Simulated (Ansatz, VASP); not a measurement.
# H9C7N2 (amorphous polyacrylonitrile at 540 K): VASP beside Ansatz

Wanted: the spread between two codes on one cell, functional and k mesh. The structure shown is the start of the Ansatz relaxation below; VASP solves that cell, so the two are compared at the walk's first step.

Calculated with Ansatz 0.2.0; plane waves, with VASP 6.6.1 beside it; single point at PBE with D4.

**1. Starting point**

The cell holds 108 atoms: 42 C, 12 N and 54 H. Cell: a = 10.877 Å, b = 10.877 Å, c = 10.877 Å, α = 90.0°, β = 90.0°, γ = 90.0°. As first built, before any earlier steps moved the atoms (in the runner's words): 3 polyacrylonitrile chains of 4 units placed at random, at 0.938 g/cm^3; overlaps pushed apart, then 20 ps at 800 K with MMFF94 bonds, angles, torsions, charges and radii (Halgren, J. Comput. Chem. 17, 490 (1996)) in harmonic and 12-6 forms; charges of ions scaled by 0.8. Snapshot after 30 ps at 540 K and fixed volume.

**2. Ansatz: relaxation, PBE with D4**

Ansatz runs on its default PAW (the set named soft_2) files.

The two programs are compared at the cell with which this relaxation starts, whose forces are those of its first step.

input.yaml reads:

```yaml
crystal:
  lattice:
    - [10.87734, 0.0, 0.0]
    - [0.0, 10.87734, 0.0]
    - [0.0, 0.0, 10.87734]
  atoms:
    - { symbol: C, position: [0.60542, 0.77442, 0.19736] }
    - { symbol: C, position: [0.56024, 0.6684, 0.12078] }
    - { symbol: C, position: [0.60263, 0.5407, 0.17034] }
    - { symbol: C, position: [0.64532, 0.47079, 0.06363] }
    - { symbol: "N", position: [0.67108, 0.42452, 0.96761] }
    - { symbol: C, position: [0.51005, 0.47641, 0.2464] }
    - { symbol: C, position: [0.55764, 0.3714, 0.33408] }
    - { symbol: C, position: [0.61597, 0.27335, 0.25611] }
    - { symbol: "N", position: [0.66788, 0.1925, 0.20544] }
    - { symbol: C, position: [0.65195, 0.42489, 0.42165] }
    - { symbol: C, position: [0.67067, 0.35045, 0.54128] }
    - { symbol: C, position: [0.55902, 0.29375, 0.57905] }
    - { symbol: "N", position: [0.48618, 0.2304, 0.61521] }
    - { symbol: C, position: [0.7312, 0.44292, 0.64216] }
    - { symbol: C, position: [0.86029, 0.5003, 0.61468] }
    - { symbol: C, position: [0.96035, 0.41333, 0.64325] }
    - { symbol: "N", position: [0.037, 0.35462, 0.69101] }
    - { symbol: C, position: [0.86726, 0.62151, 0.68272] }
    - { symbol: H, position: [0.56891, 0.76205, 0.2891] }
    - { symbol: H, position: [0.70522, 0.79046, 0.20068] }
    - { symbol: H, position: [0.57201, 0.85772, 0.1429] }
    - { symbol: H, position: [0.46476, 0.67657, 0.11326] }
    - { symbol: H, position: [0.59932, 0.6792, 0.02786] }
    - { symbol: H, position: [0.6779, 0.5723, 0.2296] }
    - { symbol: H, position: [0.46022, 0.54642, 0.29695] }
    - { symbol: H, position: [0.4379, 0.43261, 0.19343] }
    - { symbol: H, position: [0.47475, 0.3389, 0.37308] }
    - { symbol: H, position: [0.74753, 0.42221, 0.38269] }
    - { symbol: H, position: [0.63773, 0.52153, 0.4466] }
    - { symbol: H, position: [0.73178, 0.27359, 0.53779] }
    - { symbol: H, position: [0.73153, 0.39558, 0.73052] }
    - { symbol: H, position: [0.65201, 0.5027, 0.65691] }
    - { symbol: H, position: [0.87366, 0.53835, 0.5212] }
    - { symbol: H, position: [0.87212, 0.61301, 0.77608] }
    - { symbol: H, position: [0.77757, 0.66682, 0.67022] }
    - { symbol: H, position: [0.94244, 0.68391, 0.65815] }
    - { symbol: C, position: [0.96446, 0.48954, 0.09645] }
    - { symbol: C, position: [0.94416, 0.35752, 0.05644] }
    - { symbol: C, position: [0.04316, 0.27237, 0.09494] }
    - { symbol: C, position: [0.03854, 0.25112, 0.22624] }
    - { symbol: "N", position: [0.04013, 0.25435, 0.33317] }
    - { symbol: C, position: [0.03564, 0.14661, 0.02188] }
    - { symbol: C, position: [0.14693, 0.05844, 0.04366] }
    - { symbol: C, position: [0.12822, 0.93937, 0.97788] }
    - { symbol: "N", position: [0.11551, 0.85669, 0.9127] }
    - { symbol: C, position: [0.25955, 0.11477, 0.99041] }
    - { symbol: C, position: [0.38171, 0.05095, 0.00806] }
    - { symbol: C, position: [0.40465, 0.07414, 0.13569] }
    - { symbol: "N", position: [0.39068, 0.08673, 0.24189] }
    - { symbol: C, position: [0.48795, 0.11359, 0.93925] }
    - { symbol: C, position: [0.59614, 0.037, 0.92704] }
    - { symbol: C, position: [0.57628, 0.91718, 0.866] }
    - { symbol: "N", position: [0.58185, 0.83191, 0.80557] }
    - { symbol: C, position: [0.69326, 0.10595, 0.85078] }
    - { symbol: H, position: [0.046, 0.5327, 0.04951] }
    - { symbol: H, position: [0.98853, 0.49913, 0.19422] }
    - { symbol: H, position: [0.87707, 0.54175, 0.07802] }
    - { symbol: H, position: [0.9237, 0.3615, 0.95968] }
    - { symbol: H, position: [0.86164, 0.32745, 0.10407] }
    - { symbol: H, position: [0.1405, 0.31463, 0.07818] }
    - { symbol: H, position: [0.01285, 0.16208, 0.92146] }
    - { symbol: H, position: [0.95082, 0.10629, 0.05961] }
    - { symbol: H, position: [0.15602, 0.04344, 0.14454] }
    - { symbol: H, position: [0.27776, 0.2059, 0.01967] }
    - { symbol: H, position: [0.25796, 0.11, 0.89709] }
    - { symbol: H, position: [0.37381, 0.94648, 0.00466] }
    - { symbol: H, position: [0.49478, 0.20623, 0.98286] }
    - { symbol: H, position: [0.45209, 0.12535, 0.84606] }
    - { symbol: H, position: [0.64554, 0.02154, 0.01272] }
    - { symbol: H, position: [0.73887, 0.18874, 0.8998] }
    - { symbol: H, position: [0.77221, 0.04636, 0.8302] }
    - { symbol: H, position: [0.66231, 0.13061, 0.75844] }
    - { symbol: C, position: [0.76998, 0.99605, 0.51726] }
    - { symbol: C, position: [0.89663, 0.02682, 0.46533] }
    - { symbol: C, position: [0.99487, 0.93952, 0.51227] }
    - { symbol: C, position: [0.98869, 0.82012, 0.44863] }
    - { symbol: "N", position: [0.97083, 0.73517, 0.38935] }
    - { symbol: C, position: [0.12107, 0.99707, 0.49364] }
    - { symbol: C, position: [0.24019, 0.91853, 0.49435] }
    - { symbol: C, position: [0.244, 0.83871, 0.38212] }
    - { symbol: "N", position: [0.28057, 0.7763, 0.30383] }
    - { symbol: C, position: [0.24127, 0.86197, 0.61608] }
    - { symbol: C, position: [0.31828, 0.74341, 0.62098] }
    - { symbol: C, position: [0.44694, 0.76217, 0.58055] }
    - { symbol: "N", position: [0.51782, 0.77479, 0.50795] }
    - { symbol: C, position: [0.31738, 0.68458, 0.74074] }
    - { symbol: C, position: [0.37192, 0.56334, 0.76428] }
    - { symbol: C, position: [0.35219, 0.51032, 0.88544] }
    - { symbol: "N", position: [0.36408, 0.46192, 0.97579] }
    - { symbol: C, position: [0.32121, 0.47353, 0.66573] }
    - { symbol: H, position: [0.75675, 0.8951, 0.52526] }
    - { symbol: H, position: [0.6916, 0.04011, 0.48396] }
    - { symbol: H, position: [0.7785, 0.03316, 0.61767] }
    - { symbol: H, position: [0.9145, 0.0121, 0.37624] }
    - { symbol: H, position: [0.91063, 0.12878, 0.49718] }
    - { symbol: H, position: [0.98436, 0.92812, 0.61192] }
    - { symbol: H, position: [0.13417, 0.05233, 0.57054] }
    - { symbol: H, position: [0.12537, 0.04802, 0.41336] }
    - { symbol: H, position: [0.31011, 0.98406, 0.49712] }
    - { symbol: H, position: [0.27281, 0.91982, 0.68816] }
    - { symbol: H, position: [0.14833, 0.82946, 0.64592] }
    - { symbol: H, position: [0.26878, 0.67558, 0.55601] }
    - { symbol: H, position: [0.36225, 0.74927, 0.80543] }
    - { symbol: H, position: [0.22002, 0.68611, 0.76767] }
    - { symbol: H, position: [0.47293, 0.5766, 0.76304] }
    - { symbol: H, position: [0.22181, 0.47453, 0.65989] }
    - { symbol: H, position: [0.35223, 0.49665, 0.57129] }
    - { symbol: H, position: [0.34968, 0.38186, 0.70325] }
kpoints:
  mp_grid: { grid: [1, 1, 1] }
hamiltonian:
  xc: pbe
  dispersion: d4
scf:
  occupations: { method: fixed }
output:
  forces: true
relax:
  f_tol: 0.05
  max_steps: 150
  cell: {}
```

Command:

```
$ ansatz run input.yaml --threads 4 --pin off --max-ram 8192MiB --backend cpu --events-out ev --progress --plain --runs-dir out
```

Numbers of over 12 decimals in the logs are rounded to 6 here.

The program printed:

```text
Engine: ansatz 0.2.0, x86_64-unknown-linux-gnu
Pseudopotentials: kind: paw
Pseudopotential: C, paw, valence charge 4, recommended cutoff 420 eV (normal), C.paw.azcp
Pseudopotential: N, paw, valence charge 5, recommended cutoff 420 eV (normal), N.paw.azcp
Pseudopotential: H, paw, valence charge 1, recommended cutoff 420 eV (normal), H.paw.azcp
Functional definition: PBE
  parameter kappa = 0.804
  parameter beta = 0.066725
  exchange = pbe_x(kappa = kappa, mu = beta*pi^2/3)
  correlation = pbe_c(beta = beta)
Crystal: 108 atoms, lattice volume = 1286.969 Å³
Basis set: ecut = 420 eV, 25269 PW (Γ), exchange–correlation on 150×150×150 points (8 copies of the dense FFT grid, shifted against one another)
Bands: 249, of which v1, the nominal top of the filled ones, is band 141 counted from 1 (140 counted from 0)
Symmetry: 1 space group operations
Space group: P1 (ITA 1), of the structure as read, at distance tolerance 1.1e-4 Å
k-points: 1
Non-local potential: C, projectors of the file, l = 0: 2, l = 1: 2, l = 2: 1
Non-local potential: N, projectors of the file, l = 0: 2, l = 1: 2, l = 2: 1
Non-local potential: H, projectors of the file, l = 0: 2, l = 1: 1
PAW form: soft (Blöchl's): semilocal exchange-correlation on the pseudo side does not see the compensation charge
PAW one-centre angular grid: C, 110 points (default); XC on 64 Gauss nodes
PAW one-centre angular grid: N, 110 points (default); XC on 64 Gauss nodes
PAW one-centre angular grid: H, 110 points (default); XC on 64 Gauss nodes
Initial density: superposition of atomic densities (neutral atoms: chi_scale 0, normalization atom), corrected by the library's trained network
Initial wavefunctions: pseudopotential atomic-orbital guess
Functional: x = pbe(κ = 0.804, μ = 0.219515), c = pbe(β = 0.066725)
SCF iter   1: F=—  HF=-16003.717746 eV  |F-HF|=—  |Δ(HF+E_count)|=         —  Δρ=4.38e-3  dr2=3.71e-1  ethr=1.77e-3  ⟨swp⟩=5.0  Hψ=779  notcnv=0  defer=103
preconditioner: auto → Resta (q_TF=auto, 2.118 Å⁻¹)  ε∞=2.3  [insulator: Δε(μ)=5.682 eV  Ē_g=15.024 eV  n_scr=202 (ndim 8)  ℏωp=17.4 eV  f_vac=0.271  ε∞_Penn≈2.3]
SCF iter   2: F=—  HF=-16003.706297 eV  |F-HF|=—  |Δ(HF+E_count)|=   1.14e-2  Δρ=2.30e-3  dr2=9.61e-2  ethr=1.32e-4  ⟨swp⟩=4.0  Hψ=398  notcnv=0  defer=106
SCF iter   3: F=—  HF=-16003.710143 eV  |F-HF|=—  |Δ(HF+E_count)|=   3.85e-3  Δρ=1.53e-3  dr2=4.10e-2  ethr=3.41e-5  ⟨swp⟩=3.0  Hψ=288  notcnv=0  defer=37
automatic band count: iteration 3 solves 180 bands in place of 249: the levels show a gap, and the empty bands left out lie too high to hold charge; the band table lists the bands solved (type scf.n_extra_bands for more)
SCF iter   4: F=—  HF=-16003.708600 eV  |F-HF|=—  |Δ(HF+E_count)|=   1.54e-3  Δρ=4.68e-4  dr2=4.37e-3  ethr=1.45e-5  ⟨swp⟩=3.0  Hψ=282  notcnv=0  defer=37
SCF iter   5: F=—  HF=-16003.708537 eV  |F-HF|=—  |Δ(HF+E_count)|=   6.34e-5  Δρ=2.51e-4  dr2=1.10e-3  ethr=1.55e-6  ⟨swp⟩=3.0  Hψ=281  notcnv=0  defer=37
SCF iter   6: F=—  HF=-16003.708449 eV  |F-HF|=—  |Δ(HF+E_count)|=   8.83e-5  Δρ=1.54e-4  dr2=3.92e-4  ethr=3.91e-7  ⟨swp⟩=2.0  Hψ=285  notcnv=0  defer=37
SCF iter   7: F=—  HF=-16003.708428 eV  |F-HF|=—  |Δ(HF+E_count)|=   2.10e-5  Δρ=3.60e-5  dr2=2.17e-5  ethr=1.39e-7  ⟨swp⟩=2.0  Hψ=283  notcnv=0  defer=37
SCF iter   8: F=—  HF=-16003.707061 eV  |F-HF|=—  |Δ(HF+E_count)|=   1.37e-3  Δρ=2.57e-5  dr2=1.04e-5  ethr=7.70e-9  ⟨swp⟩=2.0  Hψ=321  notcnv=0  defer=37
SCF iter   9: F=—  HF=-16003.707059 eV  |F-HF|=—  |Δ(HF+E_count)|=   1.61e-6  Δρ=6.33e-6  dr2=5.23e-7  ethr=3.68e-9  ⟨swp⟩=2.0  Hψ=283  notcnv=0  defer=37
SCF iter  10: F=-16003.707059 eV  HF=-16003.707059 eV  |F-HF|=9.68e-9  |Δ(HF+E_count)|=   1.00e-7  Δρ=2.07e-6  dr2=6.55e-8  ethr=3.55e-11  ⟨swp⟩=4.0  Hψ=576  notcnv=0
SCF 1 converged in 10 iterations: F = -16003.707059 eV  dr2 = 6.55e-8
  greatest PAW one-centre occupation: 0.849 electrons in one spin orbital (limit 2), on the N atom at site 84 (counted from 0), in its partial waves of l = 0
relax step   1: F+E_penalty+E_count = -16003.70705936 eV  Δ(F+E_penalty+E_count) = +0.000e0 eV  max|allowed force component| = 5.901e0 eV/Å  Δτ_max = 0.0000 Å  P = +2.501 GPa  Ω = 1286.969 Å³  (10 SCF iters, dr2 threshold 1.00e-7 eV, accepted)
Crystal: 108 atoms, lattice volume = 1293.874 Å³
Basis set: ecut = 420 eV, 25315 PW (Γ), exchange–correlation on 150×150×150 points (8 copies of the dense FFT grid, shifted against one another)
Initial density: handed on by an earlier stage of this run
Initial wavefunctions: those handed on with the density
iter 1 solved again at ethr=1.24e-3 eV; its pass at ethr=3.10e-3 eV (dr2=3.51e0 eV) is discarded
SCF iter   1: F=—  HF=-16010.005818 eV  |F-HF|=—  |Δ(HF+E_count)|=         —  Δρ=2.33e-2  dr2=3.56e0  ethr=1.24e-3  ⟨swp⟩=1.0  Hψ=745  notcnv=0  defer=33
[...]
- { symbol: C, position: [0.606022, 0.656628, 0.138469] }
    - { symbol: C, position: [0.633772, 0.505864, 0.158006] }
    - { symbol: C, position: [0.659820, 0.428968, 0.040916] }
    - { symbol: N, position: [0.680624, 0.370497, 0.946206] }
    - { symbol: C, position: [0.524528, 0.440693, 0.234568] }
    - { symbol: C, position: [0.570972, 0.334790, 0.318143] }
    - { symbol: C, position: [0.654986, 0.230621, 0.249934] }
    - { symbol: N, position: [0.721342, 0.149711, 0.192844] }
    - { symbol: C, position: [0.634103, 0.405166, 0.426417] }
    - { symbol: C, position: [0.662121, 0.316897, 0.530464] }
    - { symbol: C, position: [0.551587, 0.235659, 0.565101] }
    - { symbol: N, position: [0.463789, 0.171501, 0.594314] }
    - { symbol: C, position: [0.699160, 0.406158, 0.642909] }
    - { symbol: C, position: [0.841893, 0.445668, 0.637235] }
    - { symbol: C, position: [0.922310, 0.327779, 0.656736] }
    - { symbol: N, position: [-0.015409, 0.234028, 0.675745] }
    - { symbol: C, position: [0.862046, 0.563270, 0.732503] }
    - { symbol: H, position: [0.579923, 0.725148, 0.331424] }
    - { symbol: H, position: [0.737287, 0.745883, 0.262924] }
    - { symbol: H, position: [0.608878, 0.855921, 0.233738] }
    - { symbol: H, position: [0.505252, 0.667339, 0.117662] }
    - { symbol: H, position: [0.665320, 0.683142, 0.057990] }
    - { symbol: H, position: [0.723775, 0.500711, 0.204011] }
    - { symbol: H, position: [0.471027, 0.521523, 0.292104] }
    - { symbol: H, position: [0.455698, 0.395689, 0.174324] }
    - { symbol: H, position: [0.485407, 0.281207, 0.352413] }
    - { symbol: H, position: [0.725341, 0.449893, 0.395730] }
    - { symbol: H, position: [0.569191, 0.489434, 0.463528] }
    - { symbol: H, position: [0.741528, 0.244096, 0.499454] }
    - { symbol: H, position: [0.676708, 0.355887, 0.726460] }
    - { symbol: H, position: [0.641199, 0.500808, 0.650613] }
    - { symbol: H, position: [0.873987, 0.477327, 0.546863] }
    - { symbol: H, position: [0.831211, 0.535460, 0.823843] }
    - { symbol: H, position: [0.804096, 0.651448, 0.712965] }
    - { symbol: H, position: [0.963112, 0.592197, 0.728870] }
    - { symbol: C, position: [1.020959, 0.635909, 0.148064] }
    - { symbol: C, position: [0.997698, 0.511451, 0.063530] }
    - { symbol: C, position: [0.051158, 0.377528, 0.105526] }
    - { symbol: C, position: [7.832237062850231e-5, 0.356989, 0.229276] }
    - { symbol: N, position: [-0.043308, 0.341716, 0.326972] }
    - { symbol: C, position: [0.023789, 0.253517, 0.018398] }
    - { symbol: C, position: [0.118976, 0.133022, 0.026559] }
    - { symbol: C, position: [0.069023, 1.006475, 0.973971] }
    - { symbol: N, position: [0.032501, 0.906297, 0.928186] }
    - { symbol: C, position: [0.252174, 0.158136, 0.962207] }
    - { symbol: C, position: [0.361505, 0.059121, -0.012649] }
    - { symbol: C, position: [0.377084, 0.067479, 0.117678] }
    - { symbol: N, position: [0.384986, 0.078245, 0.221924] }
    - { symbol: C, position: [0.486959, 0.090992, 0.912563] }
[...]
- { symbol: N, position: [0.553987, 0.744493, 0.864913] }
[...]
- { symbol: H, position: [0.123964, 0.646689, 0.160052] }
    - { symbol: H, position: [0.971511, 0.629853, 0.238607] }
    - { symbol: H, position: [0.986257, 0.727953, 0.110301] }
    - { symbol: H, position: [1.045639, 0.522103, 0.973010] }
    - { symbol: H, position: [0.894891, 0.500775, 0.050765] }
    - { symbol: H, position: [0.155867, 0.389707, 0.108475] }
[...]
- { symbol: N, position: [1.007848, 0.687466, 0.490579] }
[...]
- { symbol: C, position: [0.284503, 0.815068, 0.389695] }
    - { symbol: N, position: [0.306559, 0.724657, 0.317198] }
    - { symbol: C, position: [0.253044, 0.890163, 0.612890] }
    - { symbol: C, position: [0.305023, 0.746006, 0.627192] }
    - { symbol: C, position: [0.442741, 0.733677, 0.590053] }
    - { symbol: N, position: [0.552573, 0.722428, 0.562600] }
    - { symbol: C, position: [0.277504, 0.702053, 0.756822] }
    - { symbol: C, position: [0.329639, 0.556921, 0.768708] }
    - { symbol: C, position: [0.328690, 0.527434, 0.895653] }
    - { symbol: N, position: [0.327632, 0.497400, 0.994996] }
    - { symbol: C, position: [0.257086, 0.446720, 0.698190] }
[...]
- { symbol: H, position: [0.153393, 0.895597, 0.653067] }
    - { symbol: H, position: [0.256699, 0.676025, 0.564177] }
    - { symbol: H, position: [0.322239, 0.772643, 0.821022] }
    - { symbol: H, position: [0.172997, 0.708640, 0.779837] }
    - { symbol: H, position: [0.432391, 0.552974, 0.735891] }
    - { symbol: H, position: [0.155338, 0.447091, 0.731684] }
    - { symbol: H, position: [0.261949, 0.463859, 0.601418] }
    - { symbol: H, position: [0.299036, 0.345657, 0.705828] }
```

Reading the cycles: dr2 is the Hartree energy of the density residual (eV), the measure of convergence; HF is the Harris–Foulkes estimate of the energy, which meets the free energy F at convergence.

(Continued in part 2 of 2.)

[Lines on the potential files, build, host, timing and source positions are cut from VASP's logs without a mark.]

[Logs are printed without paths, hosts, clocks, repeated set-up lines and the standing remarks that a program may print on its own settings, such as how far it seeks lower states.]

[Hosts, paths, dates, database ids (printed as entryN), source tags and the programs' standing remarks are cut or masked in the printed files.]

[The MMFF94 radii named for the starting cell were scaled by 0.96; in molecules described by MMFF94, hydrogen bound to N, O or S took a small fixed 12-6 site in their place.]
